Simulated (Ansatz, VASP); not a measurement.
Two plane-wave programs on WF2

```
W F
1.0
     2.75503    0.00000    0.00000
    -1.37751    2.38592    0.00000
     0.00000    0.00000    5.83598
W F
1 2
Direct
  0.00000 0.00000 0.00000
  0.33333 0.66667 0.25834
  0.66667 0.33333 0.74166
```

Alike in both runs: functional PBEsol; k mesh 12 × 12 × 4; occupations gaussian, width 0.1 eV; no spin polarisation.

Ansatz relaxed the structure, and its values are those at the end. VASP's run is a single point on that final structure, the one shown.

|  | VASP | Ansatz |
| --- | --- | --- |
| version | VASP 6.6.1 | Ansatz 0.2.0 |
| potentials or method | VASP PAW PBE potentials, release 64 (W_sv, F) | scalar-relativistic, plane waves, PAW |
| plane-wave cutoff (eV) | 520 | 420 |
| valence electrons in the cell | 28 | 28 |

```csv
,VASP,Ansatz,Ansatz less VASP
gap on the k mesh at the Fermi level (eV),none,none,-
pressure (GPa),1.3,0.1,-1.18
rms of the force components (eV/Å),0.065,0.002,-0.0629
```

A gap of «none» marks a metal or a gap that the smearing closes. The functional is the same, so the differences come from potentials, cutoffs and numerics.

Caveats: the PAW data sets were made with another functional, which shifts forces and pressure a little (VASP). Spin-orbit coupling is left out, which matters for the levels of W.
